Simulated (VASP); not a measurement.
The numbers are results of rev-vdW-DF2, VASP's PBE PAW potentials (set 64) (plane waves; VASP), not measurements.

VASP input:

INCAR:
```
AGGAC=0.0
ALGO=Normal
EDIFF=1E-6
EDIFFG=-0.01
ENCUT=520
GGA=MK
IBRION=2
ISIF=3
ISMEAR=1
LASPH=T
LCHARG=F
LMAXMIX=4
LREAL=F
LUSE_VDW=T
LWAVE=F
NELM=100
NSW=60
PARAM1=0.1234568
PARAM2=0.7114
PREC=Accurate
SIGMA=0.1
SYSTEM=GaSb
ZAB_VDW=-1.8867
```

### POSCAR
```
GaSb
1.0
  0.0000000000   3.0883732542   3.0883732542
  3.0883732542   0.0000000000   3.0883732542
  3.0883732542   3.0883732542   0.0000000000
Ga Sb
1 1
Cart
  0.0000000000   0.0000000000   0.0000000000
  1.5441866271   1.5441866271   1.5441866271
```

KPOINTS:
```
Automatic
0
gamma
  9 9 9
0 0 0
```

POTCAR, in this order: Ga_d Sb (PBE.64 set). Program: vasp_std.

What will the output report for the number of irreducible k-points (NKPTS), largest plane-wave count, number of space-group operations, FFT grid (NGX, NGY, NGZ)?

number of irreducible k-points (NKPTS): 35
largest plane-wave count: 1604
number of space-group operations: 24
FFT grid (NGX, NGY, NGZ): 32 × 32 × 32

The compound is GaSb in the zinc blende structure. It was relaxed first. The start is the result of an earlier pass.
